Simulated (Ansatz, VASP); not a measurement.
# Cross-check of H9C3NO2 (ionic liquid ethylammonium formate at 450 K) between VASP and Ansatz, part 4 of 4

One calculation is typed for both programs; each brings its own data sets. How far apart do they land? Of the first pair: The structure shown is the start of the Ansatz relaxation below; VASP solves that cell, so the two are compared at the walk's first step.

VASP 6.6.1 and Ansatz 0.2.0.

So far. Step 3 (VASP: single point, PBEsol, start cell, pair 1): The run ends at a pressure of 3.46 GPa, with forces up to 4.6 eV/Å.

**6. VASP: single point, PBEsol, relaxed cell, pair 2**

Level of this step: PBEsol, spin-polarised from a ferromagnetic start; plane waves and PAW (C, N, H, O) (VASP).

The same cell, functional, mesh and smearing now go to VASP, with its own data sets.

Input file INCAR:

```
SYSTEM = H9C3NO2
PREC = Accurate
ENCUT = 520
EDIFF = 1E-06
NELM = 200
ISMEAR = -1
SIGMA = 0.01
LREAL = Auto
ALGO = Normal
GGA = PS
NELECT = 571
NBANDS = 443
ISPIN = 2
MAGMOM = 0 0 0 0 0 0 0 0 -0 0 0 0 0 0 0 0 0 0 -0 0 0 0 0 0 0 -0 0 0 0 0 0 0 0 0 0 0 0.12 0 0 0 0 0 0 0 0 0 0 0 0 0 0 0 0 0 0 0 -0 -0 -0 0 0 0 -0 -0 0 0 -0 0 -0 0 0 0 -0 0 -0 0 0 -0 0 -0 0 0 0 0 0 0 0 -0 0 0 0 0 0 0 -0 0 0 -0 -0 0 -0 -0 0 0 -0 0 0 0 0 0 0 0 -0 0 0 0 0 -0 -0 0 0 0 0 -0 0 -0 0 0 -0 0 -0 0 0 -0 0 0 0 -0 0 -0 -0 -0 0 -0 -0 0 0 0 0 0 0 -0 -0 0 0 -0 -0 0 0 0 0 0 0 -0 -0 0 0 0 0 0 0 0 -0 0 0 0 0 0 0 0 0 0 0 0 -0 -0 0.01 0 0 0 -0 -0 0 0 0 -0 0 -0 -0 0 0 0 0 0 0 0 0 0.07 0.1 0 0 0 0 -0 0 0 -0 0 0 -0 0 0 0 0 0
LORBIT = 11
LWAVE = .FALSE.
LCHARG = .FALSE.
ISIF = 2
LASPH = .TRUE.
GGA_COMPAT = .FALSE.
```

Input file POSCAR:

```
H9C3NO2
1.0
   12.9913800000      0.0000000000      0.0000000000
    0.0000000000     12.9913800000      0.0000000000
    0.0000000000      0.0000000000     12.9913800000
C N H O
45 15 135 30
Direct
    0.8147200000      0.8483100000      0.5503500000
    0.8245000000      0.8436800000      0.4345300000
    0.4450700000      0.7359800000      0.9912300000
    0.5534000000      0.7284900000      0.9491400000
    0.4787200000      0.5501500000      0.1921700000
    0.5560000000      0.4745700000      0.2346300000
    0.4779500000      0.3547400000      0.5515500000
    0.5935400000      0.3470400000      0.5408000000
    0.7481500000      0.0791100000      0.8833700000
    0.7646500000      0.1581300000      0.9672100000
    0.4004000000      0.3526600000      0.8214600000
    0.4022700000      0.3387100000      0.9367800000
    0.9639100000      0.9556500000      0.7554100000
    0.0366100000      0.8651400000      0.7590300000
    0.8819700000      0.5618500000      0.3861400000
    0.8753800000      0.4499600000      0.4171900000
    0.2347800000      0.2033000000      0.6145700000
    0.1230400000      0.2071600000      0.6464900000
    0.1143400000      0.5382100000      0.2068900000
    0.1200900000      0.6528600000      0.1871600000
    0.5829400000      0.0333900000      0.3332600000
    0.4854000000      0.9741700000      0.3097400000
    0.3140300000      0.8602200000      0.7763100000
    0.3290500000      0.9588100000      0.7164000000
    0.4079500000      0.6252800000      0.4857600000
    0.4317600000      0.7386100000      0.4967500000
    0.0936200000      0.1599900000      0.3084400000
    0.1108700000      0.1334200000      0.1968600000
    0.0213100000      0.4049600000      0.8497700000
    0.9054500000      0.3993900000      0.8555500000
[... 189 atom lines left out ...]
    0.0864400000      0.8348500000      0.4893000000
    0.1203400000      0.9993400000      0.5344300000
    0.8340700000      0.2288500000      0.5630100000
    0.8778600000      0.1054400000      0.4508500000
    0.6695500000      0.3847200000      0.8175600000
    0.6574100000      0.4432000000      0.9794200000
```

Input file KPOINTS:

```
Automatic mesh
0
Gamma
1 1 1
0 0 0
```

Potentials, in the order of the species: C, N, H and O (PBE family, release 64).

Command:

```console
> export OMP_NUM_THREADS=3
> mpirun -np 1 vasp_gam
```

Numbers of over 12 decimals in the logs are rounded to 6 here.

What it wrote:

```text
[banner, memory and clock lines left out]
running    1 mpi-ranks, on    1 nodes
[...]
Offloading initialized ...    1 GPUs detected
[...]
[... a notice as in an earlier step ...]

 LDA part: xc-table for (Slater+PW92), standard interpolation
 POSCAR, INCAR and KPOINTS ok, starting setup
[...]
entering main loop
       N       E                     dE             d eps       ncg     rms          rms(c)
DAV:   1     0.419132439500E+04    0.41913E+04   -0.29843E+05  1812   0.119E+03
DAV:   2    -0.858367301870E+03   -0.50497E+04   -0.47644E+04  2229   0.290E+02
DAV:   3    -0.136272985036E+04   -0.50436E+03   -0.49963E+03  2208   0.942E+01
DAV:   4    -0.137415885917E+04   -0.11429E+02   -0.11387E+02  2224   0.157E+01
DAV:   5    -0.137443905203E+04   -0.28019E+00   -0.27987E+00  2264   0.231E+00BRMIX: very serious problems
 the old and the new charge density differ
 old charge density:   570.00000 new  571.00000
    0.600E+01
DAV:   6    -0.128165670980E+04    0.92782E+02   -0.19321E+02  2056   0.190E+01    0.286E+01
DAV:   7    -0.127097625743E+04    0.10680E+02   -0.25831E+01  2184   0.720E+00    0.155E+01
DAV:   8    -0.126898688434E+04    0.19894E+01   -0.43254E+00  2184   0.327E+00    0.389E+00
DAV:   9    -0.126903560310E+04   -0.48719E-01   -0.47248E-01  2088   0.120E+00    0.140E+00
[...]
DAV:  17    -0.126915710353E+04   -0.42288E-06   -0.14419E-04  2256   0.246E-02    0.153E-02
DAV:  18    -0.126915710580E+04   -0.22777E-05   -0.40212E-05  2168   0.123E-02    0.888E-03
DAV:  19    -0.126915710589E+04   -0.82378E-07   -0.74287E-06  2080   0.810E-03
   1 F= -.12691571E+04 E0= -.12691571E+04  d E =-.431262E-09  mag=     1.0000
```

Parts of OUTCAR (step 6):

```text
 magnetization (x)
# of ion       s       p       d       tot
------------------------------------------
    1        0.000   0.000   0.000   0.000
    2        0.000   0.000   0.000   0.000
    3        0.000   0.001   0.000   0.001
    4        0.000  -0.000   0.000   0.000
    5        0.000   0.000   0.000   0.000
    6        0.000   0.000   0.000   0.000
[...]
223        0.000   0.000   0.000   0.000
  224        0.000   0.000   0.000   0.000
  225        0.000  -0.000   0.000   0.000
--------------------------------------------------
tot          0.056   0.482   0.000   0.538
```

The run ends at a pressure of 0.74 GPa, with forces up to 0.46 eV/Å.

**7. Side by side**

What differs besides the data sets and the points named for the pairs above, as far as they apply: site moments are counted in spheres of each program's own size. Total energies have different zeros and are not compared.

Compared:

| quantity | Ansatz | VASP | difference |
| --- | --- | --- | --- |
| total moment (μB) | 1.00 | 1.00 | 0.00 |
| moment on C37 (μB) | 0.12 | 0.29 | -0.16 |
| moment on O209 (μB) | 0.10 | 0.12 | -0.02 |
| moment on O208 (μB) | 0.07 | 0.08 | -0.02 |

Forces on 7 of the 225 atoms, those with the largest forces and the largest differences (eV/Å; atoms numbered as in POSCAR):

| atom | Ansatz x, y, z | VASP x, y, z |
| --- | --- | --- |
| O196 | 0.002, 0.008, -0.012 | 0.162, -0.059, 0.352 |
| O204 | 0.001, 0.013, 0.006 | -0.162, -0.348, -0.078 |
| O213 | -0.009, 0.003, -0.019 | -0.229, 0.220, -0.245 |
| O215 | 0.002, -0.005, 0.002 | -0.211, 0.328, -0.111 |
| O218 | 0.001, 0.000, 0.001 | 0.168, -0.306, 0.228 |
| O223 | 0.014, -0.017, -0.005 | 0.285, -0.306, -0.180 |
| O224 | 0.007, 0.007, -0.006 | 0.169, -0.211, -0.307 |

The forces differ by 90 meV/Å r.m.s., where the r.m.s. force is 0.006 eV/Å in Ansatz and 0.090 eV/Å in VASP: the atoms lie near their places of rest in Ansatz, so a percentage would say little (all taken over all components). The cell carries a charge of -1 e against a uniform background, so its pressure also hangs on how the neutralising background is counted, and in a defect's cell a gap may be the spacing between its levels. The total moments and the pattern agree; the site moments differ because the programs count them in spheres of different size.

**8. What came out**

- r.m.s. force difference (single point, PBEsol, start cell, pair 1): 9.0 % of the r.m.s. force
- r.m.s. force difference (single point, PBEsol, relaxed cell, pair 2): 90 meV/Å

**Reading.** The r.m.s. force difference is 90 meV/Å (single point, PBEsol, relaxed cell, pair 2), beyond the 12 meV/Å picked in this series as the mark of a large difference. What causes the difference of the single point, PBEsol, start cell, pair 1 pair stays open here. What causes the difference of the single point, PBEsol, relaxed cell, pair 2 pair stays open here. How closely two codes agree says nothing of how well the functional describes the real material.

[Lines on the potential files, build, host, timing and source positions are cut from VASP's logs without a mark.]

[Logs are printed without paths, hosts, clocks, repeated set-up lines and the standing remarks that a program may print on its own settings, such as how far it seeks lower states.]

[Hosts, paths, dates, database ids (printed as entryN), source tags and the programs' standing remarks are cut or masked in the printed files.]
